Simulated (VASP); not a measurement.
# LiRh with r2SCAN + rVV10: from relaxation to properties, part 3 of 5

What structure does LiRh take at this level, and what are its properties? The start is a computed cell from the Materials Project.

VASP 6.6.1; r2SCAN with rVV10; plane waves and PAW (Li_sv, Rh_pv).

So far. Step 3 (Second relaxation): It ends with forces that vanish by symmetry and a pressure of 0.01 GPa. The volume moved by under 0.01 %: the run met its threshold at the first step. Step 4 (Density, ELF and potential (r2SCAN + rVV10)): In this run the pressure is 0.01 GPa, small enough to go on. The relaxed cell has a = 2.642, c = 4.300 Å (conventional setting).

## Step 5: Band structure (r2SCAN + rVV10)

The mesh alone shows little of the dispersion and can miss band extrema, so KPOINTS_OPT adds a path through the symmetry points after the self-consistent cycle.

INCAR

```
SYSTEM = LiRh
PREC = Accurate
ENCUT = 650
EDIFF = 1E-06
NELM = 100
ISMEAR = 1
SIGMA = 0.2
LREAL = .FALSE.
ALGO = Normal
METAGGA = R2SCAN
LUSE_VDW = .TRUE.
IVDW_NL = 2
BPARAM = 11.95
CPARAM = 0.0093
LASPH = .TRUE.
NBANDS = 21
LORBIT = 11
LWAVE = .FALSE.
LCHARG = .FALSE.
KPAR = 2
```

POSCAR

```
LiRh
1.0
    2.6423209497      0.0000000000      0.0000000000
   -1.3211604748      2.2883170673      0.0000000000
    0.0000000000      0.0000000000      4.3000015299
Li Rh
1 1
Direct
    0.0000000000      0.0000000000      0.5000000000
    0.6666666700      0.3333333300      0.0000000000
```

KPOINTS

```
Automatic mesh
0
Gamma
10 10 5
0 0 0
```

KPOINTS_OPT

```
Line mode
16
Line-mode
Reciprocal
  0.00000000   0.00000000   0.00000000 GAMMA
  0.50000000   0.00000000   0.00000000 M

  0.50000000   0.00000000   0.00000000 M
  0.33333333   0.33333333   0.00000000 K

  0.33333333   0.33333333   0.00000000 K
  0.00000000   0.00000000   0.00000000 GAMMA

  0.00000000   0.00000000   0.00000000 GAMMA
  0.00000000   0.00000000   0.50000000 A

  0.00000000   0.00000000   0.50000000 A
  0.50000000   0.00000000   0.50000000 L

  0.50000000   0.00000000   0.50000000 L
  0.33333333   0.33333333   0.50000000 H

  0.33333333   0.33333333   0.50000000 H
  0.00000000   0.00000000   0.50000000 A

  0.50000000   0.00000000   0.50000000 L
  0.50000000   0.00000000   0.00000000 M

  0.33333333   0.33333333   0.00000000 K
  0.33333333   0.33333333   0.50000000 H
```

Potentials, in the order of the species: Li_sv and Rh_pv (PBE family, release 64).

Command:

```
$ mpirun -np 2 vasp_std
```

Output:

```text
[... set-up lines as in an earlier step ...]
 entering main loop
       N       E                     dE             d eps       ncg     rms          rms(c)
Total rVV10 correction in eV:      0.4700331    18.8182988
Total rVV10 correction in eV:      0.4700331    18.8182988
DAV:   1     0.172334448860E+03    0.17233E+03   -0.11689E+04  1764   0.116E+03
DAV:   2    -0.243559978633E+02   -0.19669E+03   -0.18716E+03  1889   0.344E+02
DAV:   3    -0.318750705746E+02   -0.75191E+01   -0.73078E+01  2996   0.618E+01
DAV:   4    -0.321354462913E+02   -0.26038E+00   -0.25996E+00  1961   0.779E+00
DAV:   5    -0.321385048337E+02   -0.30585E-02   -0.30585E-02  2079   0.868E-01    0.115E+01
Total rVV10 correction in eV:      0.4475397    18.8182984
Total rVV10 correction in eV:      0.4475397    18.8182984
DAV:   6    -0.268616650702E+02    0.52768E+01   -0.78372E+00  2125   0.252E+01    0.452E+00
Total rVV10 correction in eV:      0.4556909    18.8182984
Total rVV10 correction in eV:      0.4556909    18.8182984
DAV:   7    -0.264008914364E+02    0.46077E+00   -0.75515E-01  2001   0.721E+00    0.887E-01
Total rVV10 correction in eV:      0.4562466    18.8182984
Total rVV10 correction in eV:      0.4562466    18.8182984
DAV:   8    -0.263992556432E+02    0.16358E-02   -0.35629E-02  2049   0.166E+00    0.517E-01
Total rVV10 correction in eV:      0.4554347    18.8182984
Total rVV10 correction in eV:      0.4554347    18.8182984
DAV:   9    -0.264009315435E+02   -0.16759E-02   -0.50294E-03  2234   0.584E-01    0.163E-01
Total rVV10 correction in eV:      0.4550639    18.8182984
Total rVV10 correction in eV:      0.4550639    18.8182984
DAV:  10    -0.264013583905E+02   -0.42685E-03   -0.13806E-03  2125   0.319E-01    0.551E-02
Total rVV10 correction in eV:      0.4551302    18.8182984
Total rVV10 correction in eV:      0.4551302    18.8182984
DAV:  11    -0.264014233476E+02   -0.64957E-04   -0.15582E-04  1999   0.107E-01    0.223E-02
Total rVV10 correction in eV:      0.4551544    18.8182984
Total rVV10 correction in eV:      0.4551544    18.8182984
DAV:  12    -0.264014064298E+02    0.16918E-04   -0.13311E-05  2014   0.361E-02    0.390E-03
Total rVV10 correction in eV:      0.4551573    18.8182984
Total rVV10 correction in eV:      0.4551573    18.8182984
DAV:  13    -0.264014094505E+02   -0.30207E-05   -0.25511E-06  2058   0.131E-02    0.248E-03
Total rVV10 correction in eV:      0.4551598    18.8182984
Total rVV10 correction in eV:      0.4551598    18.8182984
DAV:  14    -0.264014164425E+02   -0.69920E-05   -0.31142E-07  1656   0.405E-03    0.534E-04
Total rVV10 correction in eV:      0.4551607    18.8182984
Total rVV10 correction in eV:      0.4551607    18.8182984
DAV:  15    -0.264014173975E+02   -0.95506E-06   -0.44818E-08   957   0.179E-03
Total rVV10 correction in eV:      0.4551600    18.8182984
Total rVV10 correction in eV:      0.4551600    18.8182984
Total rVV10 correction in eV:      0.4551603    18.8182984
Total rVV10 correction in eV:      0.4551603    18.8182984
   1 F= -.26401417E+02 E0= -.26396393E+02  d E =-.150742E-01
 Start KPOINTS_OPT (optional k-point list driver)
k-point batch [1-42\144]
       N       E                     dE             ncg
DAV:   1    -0.309787169532E+04   -0.34718E+05     1764
DAV:   2    -0.115040127361E+05   -0.84061E+04     1854
DAV:   3    -0.118102671835E+05   -0.30625E+03     3165
DAV:   4    -0.118176673022E+05   -0.74001E+01     1975
DAV:   5    -0.118177615612E+05   -0.94259E-01     2108
DAV:   6    -0.118177628905E+05   -0.13293E-02     2077
DAV:   7    -0.118177629152E+05   -0.24639E-04     2142
DAV:   8    -0.118177629156E+05   -0.45410E-06     1654
[...]
k-point batch [127-144\144]
       N       E                     dE             ncg
DAV:   1     0.163697889733E+05   -0.19665E+05      756
DAV:   2     0.127626635426E+05   -0.36071E+04      826
DAV:   3     0.126362483579E+05   -0.12642E+03     1412
DAV:   4     0.126348581661E+05   -0.13902E+01      864
DAV:   5     0.126348490087E+05   -0.91574E-02      927
DAV:   6     0.126348488988E+05   -0.10993E-03      929
DAV:   7     0.126348488969E+05   -0.18576E-05      938
DAV:   8     0.126348488969E+05   -0.32040E-07      669
```

Wall time 93 s (2 MPI ranks of Intel Xeon 6975P-C (Granite Rapids), shared host); peak memory 0.52 GiB; 3 min of CPU time.

OUTCAR, selected parts (step 5):

```text
   k-points           NKPTS =     42   k-points in BZ     NKDIM =     42   number of bands    NBANDS=     21

   NELECT =      18.0000    total number of electrons

 E-fermi :   6.7238

 k-point     2 :       0.1000   -0.0000    0.0000
  band No.  band energies     occupation
    ...
      5       0.8394      2.00000
      6       3.0384      2.00000
      7       4.3074      2.00000
      8       4.8063      2.00000
      9       5.7866      2.00000
     10       6.9177     -0.04339
     11       8.8801     -0.00000
     12      15.1190      0.00000
     13      24.3942      0.00000
     14      25.1590      0.00000
    ...

  Total        0.0010273      0.0010273      0.0003419      0.0000000      0.0000000      0.0000000
  in kB        0.0633069      0.0633069      0.0210678      0.0000000      0.0000000      0.0000000
  external PRESSURE =       0.0492272 kB  Pullay stress =       0.0000000 kB

  FREE ENERGIE OF THE ION-ELECTRON SYSTEM (eV)
  ---------------------------------------------------
  free  energy   TOTEN  =       -26.4014173975 eV

  energy  without entropy=      -26.3863432358  energy(sigma->0) =      -26.39639268

[... 12 parts as in an earlier step ...]

[... 5 further parts left out ...]
```

Spin-orbit coupling is off here; it would split degenerate levels.

Numbers from this step:

| Item | Value |
| --- | --- |
| bands | 21 |
| pressure | 0.004923 GPa |

The electronic bands at the labelled points (eV, zero at the Fermi level; # counts the bands kept):

```tsv
point	#2	#3	#4	#5	#6	#7	#8
Γ	-3.83	-2.21	-2.21	0.27	0.27	0.77	8.42
0.47 of the way	-3.36	-2.47	-2.33	-0.75	-0.08	4.51	8.19
M	-3.82	-2.17	-0.48	1.60	1.67	5.33	8.52
0.53 of the way	-3.45	-1.97	-1.39	-0.88	3.62	5.80	9.40
K	-2.62	-2.56	-2.51	-1.73	4.41	5.55	8.56
0.47 of the way	-3.39	-2.94	-2.66	-0.59	0.82	6.12	8.21
Γ	-3.83	-2.21	-2.21	0.27	0.27	0.77	8.42
0.47 of the way	-3.56	-2.20	-2.20	-0.31	0.25	0.25	10.06
A	-2.63	-2.20	-2.20	-2.02	0.23	0.23	12.96
0.53 of the way	-3.24	-1.97	-1.69	-0.35	-0.22	1.11	12.62
L	-3.99	-0.82	-0.57	1.60	2.02	2.52	8.84
0.47 of the way	-3.72	-1.37	-0.77	-0.48	2.76	4.97	8.32
H	-2.64	-2.59	-2.44	-0.70	3.89	6.64	8.05
0.47 of the way	-3.34	-3.14	-1.45	-0.70	0.99	1.57	11.75
A	-2.63	-2.20	-2.20	-2.02	0.23	0.23	12.96
jump to L	-3.99	-0.82	-0.57	1.60	2.02	2.52	8.84
0.53 of the way	-3.90	-1.68	-0.52	1.60	1.80	4.12	8.71
M	-3.82	-2.17	-0.48	1.60	1.67	5.33	8.52
jump to K	-2.62	-2.56	-2.51	-1.73	4.41	5.55	8.56
0.47 of the way	-2.69	-2.57	-2.46	-1.34	4.92	5.15	8.31
H	-2.64	-2.59	-2.44	-0.70	3.89	6.64	8.05
```

Of the projections kept (Li, Rh), the largest for each band there; the rest of the weight can lie on other orbitals:

```tsv
point	#2	#3	#4	#5	#6	#7	#8
Γ	Rh 0.95	Rh 1.00	Rh 1.00	Rh 1.00	Rh 1.00	Rh 0.87	Rh 0.83
M	Rh 0.99	Rh 0.98	Rh 1.00	Rh 1.00	Rh 0.90	Rh 0.92	Rh 0.88
K	Rh 1.00	Rh 0.99	Rh 1.00	Rh 0.99	Rh 0.79	Rh 0.91	Rh 0.86
Γ	Rh 0.95	Rh 1.00	Rh 1.00	Rh 1.00	Rh 1.00	Rh 0.87	Rh 0.83
A	Rh 0.99	Rh 1.00	Rh 1.00	Rh 0.57	Rh 1.00	Rh 1.00	Rh 0.85
L	Rh 0.98	Rh 1.00	Rh 1.00	Rh 1.00	Rh 0.68	Rh 0.96	Rh 0.98
```

The electronic bands as a text plot (rows in eV, shown from -6.3 to 7.0 only):

```
    6.7 |              *                       *                *
    6.2 |     **      *  *                      *
    5.6 |    *  ******                       *               * *
    5.1 |                 *                      *          * *
    4.5 |   *        *                      *              * * *
    3.9 |           * *    *                   *          *     *
    3.4 |  *       *   *                      * *
    2.8 |         *         *              ***   **      *
    2.3 | *      *      *                 **      *
    1.7 |       *            *          ***        *     ****
    1.2 |*     * *                    ** * *       **
    0.6 |     **         *    **    **  *            **
    0.1 |*****    *       ***************   *       *****
   -0.5 |    *****       **  *  *     ****** ****  **    ****
   -1.0 | * * *   **    *  *     *      ******   **  *   *     **
   -1.6 |  * *     *****    *        * *     *   * ** *   *  **
   -2.1 |** *   ***** ***  * **********       * **   ****  **
   -2.7 | *** **     *  *****     *****        *  *  ****    ****
   -3.2 |  ****    ** *******    *    **      *******           *
   -3.8 |**    ****     **   ****       ******    * *    ****
   -4.3 |          *      *           **    *        *
   -4.9 |   *******        *         *  ****             ****
   -5.4 |  *                *       *                 *
   -6.0 |**                  *******                   **
         Γ      M    K        Γ   A       L    H       A|L M|K  H
```

There is no gap at this level.

## Step 6: Total and projected DOS (r2SCAN + rVV10)

A density of states needs more k-points than a total energy; ISMEAR = -5 takes tetrahedra, and LORBIT projects the states on the PAW spheres. The mesh is finer than in the run before.

INCAR, as its differences from that of step 5:

```diff
@@ -5,3 +5,3 @@
 NELM = 100
-ISMEAR = 1
+ISMEAR = -5
 SIGMA = 0.2
@@ -20 +20,2 @@
 KPAR = 2
+NEDOS = 2001
```

POSCAR is that of step 5.

KPOINTS

```
Automatic mesh
0
Gamma
14 14 8
0 0 0
```

Command:

```
$ mpirun -np 2 vasp_std
```

Output:

```text
[... set-up lines as in an earlier step ...]
 entering main loop
       N       E                     dE             d eps       ncg     rms          rms(c)
Total rVV10 correction in eV:      0.4700331    18.8182988
Total rVV10 correction in eV:      0.4700331    18.8182988
DAV:   1     0.169231905797E+03    0.16923E+03   -0.11620E+04  5040   0.115E+03
DAV:   2    -0.245405294405E+02   -0.19377E+03   -0.18463E+03  5355   0.340E+02
DAV:   3    -0.319108863115E+02   -0.73704E+01   -0.71796E+01  8794   0.615E+01
DAV:   4    -0.321465638121E+02   -0.23568E+00   -0.23525E+00  5516   0.708E+00
DAV:   5    -0.321495173823E+02   -0.29536E-02   -0.29539E-02  6042   0.798E-01    0.114E+01
Total rVV10 correction in eV:      0.4482114    18.8182984
Total rVV10 correction in eV:      0.4482114    18.8182984
DAV:   6    -0.268224899686E+02    0.53270E+01   -0.72492E+00  6143   0.247E+01    0.425E+00
Total rVV10 correction in eV:      0.4559665    18.8182984
Total rVV10 correction in eV:      0.4559665    18.8182984
DAV:   7    -0.264360446195E+02    0.38645E+00   -0.80158E-01  5672   0.693E+00    0.792E-01
Total rVV10 correction in eV:      0.4557194    18.8182984
Total rVV10 correction in eV:      0.4557194    18.8182984
DAV:   8    -0.264389350706E+02   -0.28905E-02   -0.21185E-02  5788   0.119E+00    0.471E-01
Total rVV10 correction in eV:      0.4548621    18.8182984
Total rVV10 correction in eV:      0.4548621    18.8182984
DAV:   9    -0.264408133334E+02   -0.18783E-02   -0.55414E-03  6683   0.591E-01    0.134E-01
Total rVV10 correction in eV:      0.4545709    18.8182984
Total rVV10 correction in eV:      0.4545709    18.8182984
DAV:  10    -0.264409868296E+02   -0.17350E-03   -0.12736E-03  5683   0.309E-01    0.561E-02
Total rVV10 correction in eV:      0.4545900    18.8182984
Total rVV10 correction in eV:      0.4545900    18.8182984
DAV:  11    -0.264410225097E+02   -0.35680E-04   -0.19215E-04  5685   0.101E-01    0.197E-02
Total rVV10 correction in eV:      0.4546254    18.8182984
Total rVV10 correction in eV:      0.4546254    18.8182984
DAV:  12    -0.264410379091E+02   -0.15399E-04   -0.95239E-06  6086   0.268E-02    0.517E-03
Total rVV10 correction in eV:      0.4546336    18.8182984
Total rVV10 correction in eV:      0.4546336    18.8182984
DAV:  13    -0.264410428121E+02   -0.49030E-05   -0.26985E-06  5595   0.138E-02    0.216E-03
Total rVV10 correction in eV:      0.4546337    18.8182984
Total rVV10 correction in eV:      0.4546337    18.8182984
DAV:  14    -0.264410462134E+02   -0.34014E-05   -0.27258E-07  4470   0.451E-03    0.838E-04
Total rVV10 correction in eV:      0.4546358    18.8182984
Total rVV10 correction in eV:      0.4546358    18.8182984
DAV:  15    -0.264410485126E+02   -0.22992E-05   -0.75311E-08  2750   0.251E-03    0.166E-04
Total rVV10 correction in eV:      0.4546354    18.8182984
Total rVV10 correction in eV:      0.4546354    18.8182984
DAV:  16    -0.264410481487E+02    0.36394E-06   -0.69952E-09  2705   0.658E-04
Total rVV10 correction in eV:      0.4546356    18.8182984
Total rVV10 correction in eV:      0.4546356    18.8182984
Total rVV10 correction in eV:      0.4546354    18.8182984
Total rVV10 correction in eV:      0.4546354    18.8182984
   1 F= -.26441048E+02 E0= -.26441048E+02  d E =0.000000E+00
 -----------------------------------------------------------------------------
|                                                                             |
|           W    W    AA    RRRRR   N    N  II  N    N   GGGG   !!!           |
|           W    W   A  A   R    R  NN   N  II  NN   N  G    G  !!!           |
|           W    W  A    A  R    R  N N  N  II  N N  N  G       !!!           |
|           W WW W  AAAAAA  RRRRR   N  N N  II  N  N N  G  GGG   !            |
|           WW  WW  A    A  R   R   N   NN  II  N   NN  G    G                |
|           W    W  A    A  R    R  N    N  II  N    N   GGGG   !!!           |
|                                                                             |
|     Tetrahedron method does not include variations of the Fermi             |
|     occupations, so forces and stress will be inaccurate. We suggest        |
|     using a different smearing scheme ISMEAR = 1 or 2 for metals in         |
|     relaxations.                                                            |
|                                                                             |
 -----------------------------------------------------------------------------
```

Elapsed: 2 min, on 2 MPI ranks; peak memory 0.61 GiB.

From OUTCAR (step 6):

```text
   k-points           NKPTS =    120   k-points in BZ     NKDIM =    120   number of bands    NBANDS=     21

   NELECT =      18.0000    total number of electrons

 E-fermi :   6.6569

 k-point     1 :       0.0000    0.0000    0.0000
  band No.  band energies     occupation
    ...
      5       0.4589      2.00000
      6       2.8635      2.00000
      7       4.5085      2.00000
      8       4.5085      2.00000
      9       6.9614      1.03122
     10       6.9614      0.00000
     11       7.4852      0.00000
     12      15.1264      0.00000
     13      25.0595      0.00000
     14      25.1967      0.00000
    ...

  Total       -0.1065283     -0.1065283     -0.0031744     -0.0000000     -0.0000000      0.0000000
  in kB       -6.5645507     -6.5645507     -0.1956132     -0.0000000     -0.0000000      0.0000000
  external PRESSURE =      -4.4415715 kB  Pullay stress =       0.0000000 kB

  FREE ENERGIE OF THE ION-ELECTRON SYSTEM (eV)
  ---------------------------------------------------
  free  energy   TOTEN  =       -26.4410481487 eV

  energy  without entropy=      -26.4410481487  energy(sigma->0) =      -26.44104815

[... 7 parts as in an earlier step ...]

[... 10 further parts left out ...]
```

With tetrahedra the forces and stress of a metal are not exact derivatives of the energy.

Numbers from this step:

```yaml
electronic_steps: 16
irreducible_k_points: 120
free_energy_toten: -26.44 eV
fermi_energy: 6.657 eV
pressure: -0.4442 GPa
dos_at_the_fermi_level: 1.569 states/eV/cell
```

The density of states has structure finer than the step of the table below, so its rows give means over 0.5 eV, whole bins alone (the curve runs from -12.0 to 7.95 eV). Peaks (eV: height): total -4.47: 1.68, -3.25: 3.88, -2.02: 3.60, -0.10: 2.06; Rh d -3.25: 2.66, -2.02: 2.51, -0.54: 2.12, -0.10: 1.78; Rh p -3.16: 0.0799, -2.02: 0.172, -0.27: 0.0966, 5.67: 0.0832; Rh s -4.47: 0.251, -3.16: 0.0544, -1.93: 0.114; Li s -3.25: 0.0584, 2.17: 0.0121.

States under -12.0 eV and over 7.9 eV are left out. Density of states against energy, zero at the Fermi level; means over each step; values in states/eV/cell:

```tsv
energy (eV)	total	Rh d	Rh p	Rh s	Li s
-6.5	0	0	0	0	0
-6.0	0.0963	0.0116	9.2e-4	0.0429	0.00182
-5.5	0.204	0.0270	0.00449	0.0863	0.00343
-5.0	0.718	0.414	0.0111	0.122	0.00441
-4.5	1.36	0.824	0.0312	0.194	0.00704
-4.0	1.18	0.814	0.0299	0.0802	0.00569
-3.5	2.89	2.11	0.0486	0.0207	0.0291
-3.0	1.79	1.22	0.0482	0.0328	0.0261
-2.5	1.79	1.25	0.0515	0.0784	0.0109
-2.0	2.81	1.95	0.0996	0.100	0.0111
-1.5	2.17	1.60	0.0693	0.0749	0.00603
-1.0	2.07	1.65	0.0523	0.0513	0.00345
-0.5	2.09	1.77	0.0607	0.0236	0.00294
0.0	1.55	1.33	0.0532	0.0174	0.00233
0.5	0.663	0.494	0.0429	0.0108	0.00440
1.0	0.655	0.428	0.0457	0.0103	0.00887
1.5	0.680	0.388	0.0491	0.0101	0.0112
2.0	0.743	0.327	0.0693	0.0124	0.0118
2.5	0.741	0.276	0.0741	0.0136	0.0106
3.0	0.693	0.226	0.0757	0.0136	0.00831
3.5	0.631	0.182	0.0731	0.0139	0.00625
4.0	0.531	0.137	0.0678	0.0134	0.00422
4.5	0.392	0.0951	0.0608	0.0112	0.00301
5.0	0.348	0.0834	0.0596	0.0104	0.00290
5.5	0.471	0.115	0.0704	0.0172	0.00415
6.0	0.481	0.110	0.0607	0.0213	0.00360
6.5	0.189	0.0385	0.0245	0.00761	9.5e-4
7.0	0.0655	0.0123	0.00881	0.00282	2.7e-4
7.5	0.105	0.0206	0.0122	0.00321	4.9e-4
```

The finer mesh and the other smearing move the Fermi level by -0.07 eV from the 10×10×5 run, one measure of the sampling error in the zero of the bands above. Of the states within 0.3 eV of the Fermi level, the largest shares in the PAW spheres are Rh d 85 %. The rest lies in smaller channels or between the spheres.

(Part 3 of 5 ends here.)

[Lines on the potential files, build, host, timing and source positions are cut from VASP's logs without a mark.]

[Logs are printed without paths, hosts, clocks, repeated set-up lines and the standing remarks that a program may print on its own settings, such as how far it seeks lower states.]

[Hosts, paths, dates, database ids (printed as entryN), source tags and the programs' standing remarks are cut or masked in the printed files.]

[A measured line is paired with the nearest computed mode of its activity, which favours agreement.]
